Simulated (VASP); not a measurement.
Energy against volume of LiH (rock salt). Level of theory: PBE GGA with D3 dispersion (Becke-Johnson damping), VASP's PBE PAW potentials (set 64) (plane waves; VASP). Settings: 520 eV cut-off, 12×12×12 Γ-centred mesh, Gaussian smearing of 0.050 eV, potentials Li_sv H.

```
V (Å³/atom)  E (eV/atom)
-----------  -----------
7.016           -3.23676
7.233           -3.23813
7.450           -3.23779
7.667           -3.23592
```

Q: Fit these four points and predict the energy of the run at 6.799 Å³/atom.

A: A cubic in V^(−2/3), the third-order Birch-Murnaghan form, passes through the four points with V0 = 7.30 Å³/atom and B0 = 41 GPa, and gives -3.2335 eV/atom there. The run gave -3.2334 eV/atom, +0.0 meV/atom from the fit; all five points give B0 = 41 GPa.

The compound is LiH in the rock salt structure. It was relaxed first, which changed the volume by -14 %.
